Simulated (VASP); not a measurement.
BaMg2B2:

```
Ba Mg B
1.0
     0.00000    4.34683    0.00000
     4.34683    0.00000    0.00000
     2.17341    2.17341   -5.18348
Ba Mg B
1 2 2
Direct
  0.00000 0.00000 0.00000
  0.75000 0.25000 0.50000
  0.25000 0.75000 0.50000
  0.38800 0.38800 0.22400
  0.61200 0.61200 0.77600
```

The cell was built by a generator and needn't be a form met in nature.

```yaml
Program: VASP 6.6.1
Task: relaxation of cell and atoms
Functional: PBE
Potentials_or_basis: VASP PAW PBE potentials, release 64 (Ba_sv, Mg, B)
Cutoff: 600 eV
k_mesh: 7 × 7 × 7
Occupations: fermi-dirac, width 0.1 eV
Spin: no spin polarisation
```

At the start: pressure -2.5 GPa; volume 19.59 Å³/atom.

Task: Where does the relaxation end?

Result: Over 12 steps the energy falls by 197.1 meV/atom and the volume is 18.45 Å³/atom (-5.8 %); space group I4/mmm (No. 139, to 0.05 Å).

The path:
| step | energy change (eV) | largest force (eV/Å) | pressure (GPa) | volume (Å³) |
| --- | --- | --- | --- | --- |
| 1 | 0.0000 | 1.2736 | -2.54 | 97.94 |
| 2 | -0.2898 | 1.7112 | -1.06 | 93.58 |
| 3 | -0.6498 | 1.1371 | 10.30 | 81.05 |
| 4 | -0.6363 | 1.7714 | 2.27 | 87.81 |
| 5 | -0.7666 | 1.0264 | 5.46 | 84.40 |
| 6 | -0.8606 | 0.4942 | 5.73 | 85.10 |
| 7 | -0.8609 | 0.3992 | 5.70 | 85.07 |
| 8 | -0.9421 | 0.2097 | 3.14 | 87.91 |
| 9 | -0.9819 | 0.1342 | -0.82 | 93.51 |
| 10 | -0.9850 | 0.0663 | -0.12 | 92.37 |
| 11 | -0.9850 | 0.0579 | -0.01 | 92.22 |
| 12 | -0.9853 | 0.0016 | 0.00 | 92.24 |

Final structure:
```yaml
crystal:
  lattice:
    - [0.00000, 4.44328, 0.00000]
    - [4.44328, 0.00000, 0.00000]
    - [2.22164, 2.22164, -4.67202]
  atoms:
    - { symbol: Ba, position: [0.00000, 0.00000, 0.00000] }
    - { symbol: Mg, position: [0.75000, 0.25000, 0.50000] }
    - { symbol: Mg, position: [0.25000, 0.75000, 0.50000] }
    - { symbol: B, position: [0.41130, 0.41130, 0.17739] }
    - { symbol: B, position: [0.58870, 0.58870, 0.82261] }
```
